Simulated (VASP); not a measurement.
An input for Quantum ESPRESSO's pw.x (written as the equivalent of a VASP run, and not itself run):

```
&CONTROL
  calculation = 'scf'
  pseudo_dir = './pseudo'
  outdir = './out'
  tprnfor = .true.
  tstress = .true.
/
&SYSTEM
  ibrav = 0
  nat = 4
  ntyp = 2
  ecutwfc = 84
  occupations = 'tetrahedra'
  input_dft = 'pbesol'
/
&ELECTRONS
  conv_thr = 7.3e-09
  electron_maxstep = 100
/
ATOMIC_SPECIES
  Ta 180.948 Ta.upf
  As 74.922 As.upf
CELL_PARAMETERS angstrom
     3.0000090    0.0000000    0.0000000
    -1.5000045    2.5980839    0.0000000
     0.0000000    0.0000000    9.2764181
ATOMIC_POSITIONS crystal
  Ta   0.3333330  0.6666670  0.0473972
  Ta   0.6666670  0.3333330  0.5473972
  As   0.3333330  0.6666670  0.3276028
  As   0.6666670  0.3333330  0.8276028
K_POINTS automatic
  13 13 4 0 0 0
```

Problem. Translate this input to VASP (INCAR, KPOINTS, POSCAR, choice of POTCAR).

Solution. This is not unique; one that fits is 
INCAR:
```
GGA=PS
ISIF=2   ! forces and stress, cell fixed
LWAVE=.False.
LMAXMIX=6
ENCUT=400
EDIFF=1E-7   ! SCF stop (eV)
SYSTEM=TaAs
PREC=Accurate
LREAL=.False.   ! projection in real space or not
NEDOS=601
LEFG=.True.
LASPH=.True.   ! aspherical one-centre terms
NELM=100   ! most electronic steps
LORBIT=11
ALGO=Normal   ! blocked Davidson
LCHARG=.True.
ISMEAR=-5   ! tetrahedra, Bloechl
```

### KPOINTS
```
Automatic mesh
0
Gamma
13 13 4
0 0 0
```

POSCAR:
```
TaAs
1
    3.0000089585     0.0000000000     0.0000000000
   -1.5000044792     2.5980839213     0.0000000000
    0.0000000000     0.0000000000     9.2764180973
Ta As
2 2
Direct
  0.3333330000   0.6666670000   0.0473971729
  0.6666670000   0.3333330000   0.5473971729
  0.3333330000   0.6666670000   0.3276028271
  0.6666670000   0.3333330000   0.8276028271
```

POTCAR, in this order: Ta_pv As (PBE.64 set). Program: vasp_std.

Limits of the translation: the potentials are each code's own (VASP's PAW set, PseudoDojo norm-conserving files in pw.x), so ENCUT and ecutwfc are chosen apart and not converted; conv_thr bounds pw.x's estimated SCF error, while EDIFF bounds the energy change between steps; the field gradients of LEFG aren't asked of the other code.

The structure was generated: TaAs was put into the wurtzite type (P6_3mc), which need not be its known phase. It was relaxed first, which changed the volume by -51 %.
